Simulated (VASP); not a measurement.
Output of a VASP run:

OSZICAR:
```
       N       E                     dE             d eps       ncg     rms          rms(c)
DAV:   1     0.691243669070E+02    0.69124E+02   -0.79378E+03   918   0.141E+03
DAV:   2    -0.170576305385E+02   -0.86182E+02   -0.80391E+02   935   0.248E+02
DAV:   3    -0.211858520743E+02   -0.41282E+01   -0.40455E+01  1211   0.621E+01
DAV:   4    -0.212635135520E+02   -0.77661E-01   -0.77596E-01  1033   0.798E+00
DAV:   5    -0.212656168441E+02   -0.21033E-02   -0.21029E-02  1220   0.138E+00    0.173E+01
DAV:   6    -0.260992884497E+02   -0.48337E+01   -0.58708E+01   983   0.191E+02    0.255E+01
DAV:   7    -0.191170655360E+02    0.69822E+01   -0.17275E+01  1108   0.118E+02    0.417E+00
DAV:   8    -0.190309498184E+02    0.86116E-01   -0.23597E+00  1323   0.264E+01    0.263E+00
DAV:   9    -0.189819009691E+02    0.49049E-01   -0.28638E-01  1128   0.106E+01    0.594E-01
DAV:  10    -0.189802839395E+02    0.16170E-02   -0.97271E-03  1283   0.199E+00    0.270E-01
DAV:  11    -0.189801402707E+02    0.14367E-03   -0.89581E-04  1338   0.327E-01    0.448E-02
DAV:  12    -0.189801600277E+02   -0.19757E-04   -0.70594E-05  1239   0.179E-01    0.255E-02
DAV:  13    -0.189801535300E+02    0.64977E-05   -0.22693E-05  1211   0.123E-01    0.699E-03
DAV:  14    -0.189801535755E+02   -0.45511E-07   -0.18208E-06   773   0.148E-02
   1 F= -.18980154E+02 E0= -.18980346E+02  d E =-.189802E+02
       N       E                     dE             d eps       ncg     rms          rms(c)
DAV:   1    -0.189951668400E+02   -0.15013E-01   -0.13308E-01   998   0.811E+00    0.115E+00
DAV:   2    -0.190238672127E+02   -0.28700E-01   -0.31889E-01  1136   0.150E+01    0.180E+00
DAV:   3    -0.189808065938E+02    0.43061E-01   -0.15026E-01  1094   0.102E+01    0.201E-01
DAV:   4    -0.189804938612E+02    0.31273E-03   -0.34302E-03   995   0.632E-01    0.477E-02
DAV:   5    -0.189804747503E+02    0.19111E-04   -0.12314E-04  1373   0.201E-01    0.194E-02
DAV:   6    -0.189804725357E+02    0.22147E-05   -0.88978E-06  1355   0.473E-02    0.390E-03
DAV:   7    -0.189804726883E+02   -0.15265E-06   -0.74624E-07   625   0.128E-02
   2 F= -.18980473E+02 E0= -.18980723E+02  d E =-.319113E-03
       N       E                     dE             d eps       ncg     rms          rms(c)
DAV:   1    -0.189818529457E+02   -0.13804E-02   -0.11455E-02  1008   0.237E+00    0.342E-01
DAV:   2    -0.189844269338E+02   -0.25740E-02   -0.28407E-02  1104   0.444E+00    0.531E-01
DAV:   3    -0.189806010792E+02    0.38259E-02   -0.12805E-02  1091   0.307E+00    0.512E-02
DAV:   4    -0.189805852300E+02    0.15849E-04   -0.31473E-04   955   0.128E-01    0.224E-02
DAV:   5    -0.189805783532E+02    0.68768E-05   -0.15508E-05  1186   0.951E-02    0.672E-03
DAV:   6    -0.189805781703E+02    0.18294E-06   -0.18324E-06   648   0.231E-02
   3 F= -.18980578E+02 E0= -.18980814E+02  d E =-.424595E-03
```

OUTCAR:
```
------------------------ aborting loop because EDIFF is reached ----------------------------------------
  FORCE on cell =-STRESS in cart. coord.  units (eV):
  Direction    XX          YY          ZZ          XY          YZ          ZX
  --------------------------------------------------------------------------------------
  Total       -0.0001269     -0.0001269     -0.0001269      0.0000000      0.0000000      0.0000000
  in kB       -0.0051665     -0.0051665     -0.0051665      0.0000000      0.0000000      0.0000000
  external PRESSURE =      -0.0051665 kB  Pullay stress =       0.0000000 kB
  volume of cell :       39.34
      direct lattice vectors                 reciprocal lattice vectors
    -0.000000000  2.699461656  2.699461656    -0.185222116  0.185222116  0.185222116
     2.699461656  0.000000000  2.699461656     0.185222116 -0.185222116  0.185222116
     2.699461656  2.699461656  0.000000000     0.185222116  0.185222116 -0.185222116
 POSITION                                       TOTAL-FORCE (eV/Angst)
 -----------------------------------------------------------------------------------
      1.34973      1.34973      1.34973         0.000000      0.000000      0.000000
      4.04919      4.04919      4.04919        -0.000000     -0.000000     -0.000000
     -0.00000      0.00000      0.00000        -0.000000      0.000000     -0.000000
 -----------------------------------------------------------------------------------
    total drift:                               -0.000000     -0.000000      0.000000
  FREE ENERGIE OF THE ION-ELECTRON SYSTEM (eV)
  ---------------------------------------------------
  free  energy   TOTEN  =       -18.9805781703 eV

  energy  without entropy=      -18.9812842707  energy(sigma->0) =      -18.98081354

 reached required accuracy - stopping structural energy minimisation
```
(Selected blocks of OUTCAR.)

POSCAR:
```
NiSi2
1
    0.0000000000     2.6949412394     2.6949412394
    2.6949412394     0.0000000000     2.6949412394
    2.6949412394     2.6949412394    -0.0000000000
Si Ni
2 1
Direct
  0.2500000000   0.2500000000   0.2500000000
  0.7500000000   0.7500000000   0.7500000000
  0.0000000000   0.0000000000   0.0000000000
```

Problem. Reconstruct the remaining input files.

Solution. One answer among several that fit: the input of the run itself, PBEsol GGA, plane waves, VASP's PBE PAW potentials (set 64).

### INCAR
```
! general
SYSTEM =NiSi2
PREC   =Accurate
ENCUT  =520   ! plane-wave cut-off (eV)
LREAL  =.FALSE.   ! projection in real space or not
LASPH  =.TRUE.

! electronic loop
EDIFF  =1E-6   ! SCF stop (eV)
NELM   =100   ! most electronic steps
ALGO   =Normal   ! blocked Davidson
LMAXMIX=4

! smearing
ISMEAR =1   ! Methfessel-Paxton
SIGMA  =0.1   ! width (eV)

! functional
GGA    =PS   ! PBEsol

! ions
IBRION =2
NSW    =60   ! most ionic steps
ISIF   =3   ! ions, shape and volume
EDIFFG =-0.02   ! ionic stop

! output
LWAVE  =.FALSE.
LCHARG =.FALSE.
```

File KPOINTS:
```
Regular mesh
0
G
9 9 9
```

POTCAR, in this order: Si Ni (PBE.64 set). Program: vasp_std.

The compound is NiSi2 in the fluorite structure. This run relaxes it. Symmetry was kept, so distortions that lower it aren't found. The start is the result of an earlier pass. The run is not spin-polarised, so no magnetic state was tried.
